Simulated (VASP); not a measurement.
Here is a VASP 6.6.1 calculation.

File INCAR:

```
PREC     = Accurate       # precision mode
ENCUT    = 600            # plane-wave cutoff, eV
EDIFF    = 1E-6           # SCF threshold, eV
ISMEAR   = -1             # smearing method
SIGMA    = 0.05           # smearing width, eV
LREAL    = False          # projectors in reciprocal space
LASPH    = True           # aspherical terms in the spheres
NELM     = 80             # most SCF steps
ALGO     = Normal         # electronic algorithm
ISIF     = 3              # what is computed and relaxed
LWAVE    = False          # write WAVECAR
LCHARG   = False          # write CHGCAR
GGA      = PE             # functional
IVDW     = 12             # dispersion correction
IBRION   = 2              # ionic algorithm
NSW      = 60             # ionic steps
EDIFFG   = -0.01          # ionic threshold
KPAR     = 4
```

File KPOINTS:

```
Automatic mesh
0
Gamma
  5 5 4
```

File POSCAR:

```
HfIn4SiO6
1.0
    3.2302300000     -5.5776800000     -0.0247000000
    3.2302300000      5.5776800000     -0.0247000000
   -1.4906800000      0.0000000000      6.3203000000
Hf In Si O
1 4 1 6
Direct
    0.1017800000      0.1017800000      0.0091200000
    0.7922200000      0.4820400000      0.0081800000
    0.4820400000      0.7922200000      0.0081800000
    0.5447200000      0.2198300000      0.4839800000
    0.2198300000      0.5447200000      0.4839800000
    0.8543300000      0.8543300000      0.4452300000
    0.8350000000      0.5882200000      0.3810400000
    0.5882200000      0.8350000000      0.3810400000
    0.0289900000      0.0289900000      0.2950000000
    0.9792000000      0.9792000000      0.6955500000
    0.4285200000      0.1451400000      0.0743500000
    0.1451400000      0.4285200000      0.0743500000
```

Potentials or basis: VASP PAW PBE potentials, release 64 (Hf_pv, In_d, Si, O).

Launch:

```console
$ cat potpaw_PBE.64/Hf_pv/POTCAR potpaw_PBE.64/In_d/POTCAR potpaw_PBE.64/Si/POTCAR potpaw_PBE.64/O/POTCAR > POTCAR
$ mpirun -np 4 vasp_std > vasp.out
```

Question: Predict the dispersion energy per atom.

Answer: -0.201 eV.

Question: Predict the relaxed cell.

Answer: a = 6.259 Å, b = 6.259 Å, c = 6.572 Å, α = 96.72°, β = 96.72°, γ = 122.20°.

Question: What does it give for the band gap on the k mesh?

Answer: 0.60 eV, indirect (least direct gap 0.97 eV).

Final structure:
```
Hf In Si O
1.0
     3.02403   -5.47948   -0.05970
     3.02403    5.47948   -0.05970
    -1.46422    0.00000    6.40645
Hf In Si O
1 4 1 6
Direct
  0.08627 0.08627 0.00450
  0.79386 0.48312 0.00529
  0.48312 0.79386 0.00529
  0.54678 0.21326 0.50292
  0.21326 0.54678 0.50292
  0.86027 0.86027 0.44368
  0.83370 0.58316 0.37376
  0.58316 0.83370 0.37376
  0.06192 0.06192 0.31299
  0.97873 0.97873 0.69380
  0.42617 0.13276 0.06056
  0.13276 0.42617 0.06056
```

Caveat: spin-orbit coupling is left out, which moves the levels of the heavy elements; an odd mesh through Γ misses points on the zone boundary, where band edges often lie.
